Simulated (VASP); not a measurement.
A run of VASP 6.6.1 is set up as follows.

Contents of INCAR:

```
PREC = Accurate
ENCUT = 600
EDIFF = 1E-6
ISMEAR = -1
SIGMA = 0.05
LREAL = False
LASPH = True
NELM = 80
ALGO = Normal
ISIF = 2
LWAVE = False
LCHARG = False
LMAXMIX = 4
GGA = PE
```

Contents of KPOINTS:

```
Automatic mesh
0
Gamma
  7 7 7
```

File POSCAR:

```
TaTl
1.0
    3.6221205400      0.0000000000      0.0000000000
    0.0000000000      3.6221205400      0.0000000000
    0.0000000000      0.0000000000      3.6221205400
Ta Tl
1 1
Direct
    0.0000000000      0.0000000000      0.0000000000
    0.5000000000      0.5000000000      0.5000000000
```

File KPOINTS_OPT:

```
path GXMGRX,MR
10
line-mode
reciprocal
 0.0000000000  0.0000000000  0.0000000000  G
 0.0000000000  0.5000000000  0.0000000000  X

 0.0000000000  0.5000000000  0.0000000000  X
 0.5000000000  0.5000000000  0.0000000000  M

 0.5000000000  0.5000000000  0.0000000000  M
 0.0000000000  0.0000000000  0.0000000000  G

 0.0000000000  0.0000000000  0.0000000000  G
 0.5000000000  0.5000000000  0.5000000000  R

 0.5000000000  0.5000000000  0.5000000000  R
 0.0000000000  0.5000000000  0.0000000000  X

 0.5000000000  0.5000000000  0.0000000000  M
 0.5000000000  0.5000000000  0.5000000000  R
```

Potentials or basis: VASP PAW PBE potentials, release 64 (Ta_sv_GW, Tl_d_GW).

The run is started by

```console
$ cat potpaw_PBE.64/Ta_sv_GW/POTCAR potpaw_PBE.64/Tl_d_GW/POTCAR > POTCAR
$ mpirun -np 1 vasp_std > vasp.out
```

Question: Predict the pressure.

Answer: -13.6 GPa.

Question: Estimate the band gap along the path.

Answer: None (metal or under the smearing width).

Levels at the corners of the path, in eV from the Fermi level:
| point | band 10 | band 11 | band 12 | band 13 | band 14 | band 15 | band 16 | band 17 | band 18 |
| --- | --- | --- | --- | --- | --- | --- | --- | --- | --- |
| Γ | -11.21 | -9.71 | -1.10 | -1.10 | 1.78 | 1.78 | 1.78 | 3.35 | 3.35 |
| X | -11.18 | -6.95 | -5.27 | -1.11 | -0.34 | -0.34 | 1.63 | 2.58 | 7.52 |
| X | -11.18 | -6.95 | -5.27 | -1.11 | -0.34 | -0.34 | 1.63 | 2.58 | 7.52 |
| M | -10.95 | -6.18 | -1.80 | -1.80 | -1.36 | 0.98 | 0.98 | 2.67 | 3.33 |
| M | -10.95 | -6.18 | -1.80 | -1.80 | -1.36 | 0.98 | 0.98 | 2.68 | 3.32 |
| Γ | -11.21 | -9.71 | -1.10 | -1.10 | 1.78 | 1.78 | 1.78 | 3.35 | 3.35 |
| Γ | -11.21 | -9.71 | -1.10 | -1.10 | 1.78 | 1.78 | 1.78 | 3.35 | 3.35 |
| R | -10.95 | -3.52 | -2.95 | -2.95 | -2.95 | 2.76 | 2.76 | 3.76 | 3.77 |
| R | -10.95 | -3.52 | -2.95 | -2.95 | -2.95 | 2.76 | 2.76 | 3.76 | 3.85 |
| X | -11.18 | -6.95 | -5.27 | -1.11 | -0.34 | -0.34 | 1.63 | 2.58 | 7.52 |
| M | -10.95 | -6.18 | -1.80 | -1.80 | -1.36 | 0.98 | 0.98 | 2.80 | 3.29 |
| R | -10.95 | -3.52 | -2.95 | -2.95 | -2.95 | 2.76 | 2.76 | 3.76 | 3.77 |

Caveat: spin-orbit coupling is left out, which moves the levels of the heavy elements.
